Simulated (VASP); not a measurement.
A convergence study with VASP on ZnO (wurtzite): one setting is varied, all else stays as given below, so the limit is that of these other settings.

```
ZnO
1.0
    1.62500    -2.81458     0.00000
    1.62500     2.81458     0.00000
    0.00000     0.00000     5.21000
Zn O
2 2
Direct
  0.66667   0.33333   0.50000
  0.33333   0.66667   0.00000
  0.66667   0.33333   0.88200
  0.33333   0.66667   0.38200
```

These are PBEsol GGA, VASP's PBE PAW potentials (set 64) (plane waves; VASP) values and carry that method's errors. The tightest run used: 700 eV cut-off, 13×13×7 Monkhorst-Pack mesh, Gaussian smearing of 0.050 eV, potentials Zn O.

**Question.** The settings run are 1×1×1 mesh; 2×2×1 mesh; 3×3×2 mesh; 4×4×2 mesh; 5×5×3 mesh; 6×6×3 mesh; 7×7×4 mesh; 8×8×4 mesh; 9×9×5 mesh; 10×10×6 mesh; 11×11×6 mesh; 12×12×7 mesh; 13×13×7 mesh. From which on does the stress (every component) stay within 0.1 GPa of the tightest run?

**Answer.** From 5×5×3 mesh on: it is off by 0.07 there and by no more than 0.1 in any finer run, while 4×4×2 mesh is off by 0.15.
| setting | E (eV/atom) | pressure (GPa) | irreducible k-points | difference judged (GPa) |
|---|---|---|---|---|
| 1×1×1 mesh | -2.1629 | 31.54 | 1 | 39.92 |
| 2×2×1 mesh | -4.9854 | -3.01 | 2 | 7.22 |
| 3×3×2 mesh | -4.8297 | -0.45 | 3 | 0.80 |
| 4×4×2 mesh | -4.8565 | -0.81 | 6 | 0.15 |
| 5×5×3 mesh | -4.8526 | -0.84 | 10 | 0.07 |
| 6×6×3 mesh | -4.8546 | -0.82 | 24 | 0.01 |
| 7×7×4 mesh | -4.8546 | -0.82 | 16 | 0.01 |
| 8×8×4 mesh | -4.8548 | -0.82 | 40 | 0.01 |
| 9×9×5 mesh | -4.8546 | -0.82 | 36 | 0.01 |
| 10×10×6 mesh | -4.8547 | -0.82 | 90 | 0.00 |
| 11×11×6 mesh | -4.8547 | -0.82 | 48 | 0.00 |
| 12×12×7 mesh | -4.8547 | -0.82 | 168 | 0.00 |
| 13×13×7 mesh | -4.8547 | -0.82 | 84 | 0.00 |

Left out are rungs that failed or repeat a setting and relaxations that didn't move; long series are thinned to 24 rows.

The compound is ZnO in the wurtzite structure. The cell was not relaxed at this level.
